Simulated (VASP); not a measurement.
Computed with LDA (Ceperley-Alder, Perdew-Zunger), VASP's LDA PAW potentials (set 64) (plane waves; VASP). For the first row: Settings: 520 eV cut-off, 7×7×7 Γ-centred mesh, Gaussian smearing of 0.050 eV, potentials Mg Si.

| system | energy (eV/atom) |
|---|---|
| Mg₂Si (antifluorite) | -3.3747 |
| Mg atom | 0.0009 |
| Si atom | -0.6155 |

Atoms are spin-polarised in a large box without symmetry, with the spin fixed by Hund's rule, and may not be in the lowest state of each functional; no zero-point energy is added.

Problem. What is the cohesive energy per atom of Mg2Si?

Solution. The references average (2×(0.0009) + 1×(-0.6155))/3 = -0.2046 eV, so the cohesive energy is -0.2046 − (-3.3747) = 3.170 eV/atom.
